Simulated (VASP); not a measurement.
Method: AM05 GGA, VASP's PBE PAW potentials (set 64) (plane waves; VASP).

VASP input:

POSCAR:
```
Au
1
    0.0000000000     2.0168922908     2.0168922908
    2.0168922908     0.0000000000     2.0168922908
    2.0168922908     2.0168922908     0.0000000000
Au
1
Direct
  0.0000000000   0.0000000000   0.0000000000
```

### KPOINTS
```
Regular mesh
0
Gamma
  15 15 15
0 0 0
```

**INCAR**
```
! general
SYSTEM  = Au
PREC    = Accurate
ENCUT   = 520
LREAL   = F
LASPH   = T

! electronic loop
EDIFF   = 1E-7
NELM    = 100
ALGO    = Normal
LMAXMIX = 6

! smearing
ISMEAR  = 1
SIGMA   = 0.1

! functional
GGA     = AM

! ions
ISIF    = 2

! output
LWAVE   = F
LCHARG  = F
```

POTCAR, in this order: Au (PBE.64 set). Program: vasp_std.

Task: What will the output report for the number of irreducible k-points (NKPTS), largest plane-wave count, number of space-group operations, FFT grid (NGX, NGY, NGZ)?

Result: 
number of irreducible k-points (NKPTS): 120
largest plane-wave count: 459
number of space-group operations: 48
FFT grid (NGX, NGY, NGZ): 24 × 24 × 24

The compound is Au in the fcc structure. This cell is one point of a volume scan, at 0.97 of the reference volume.
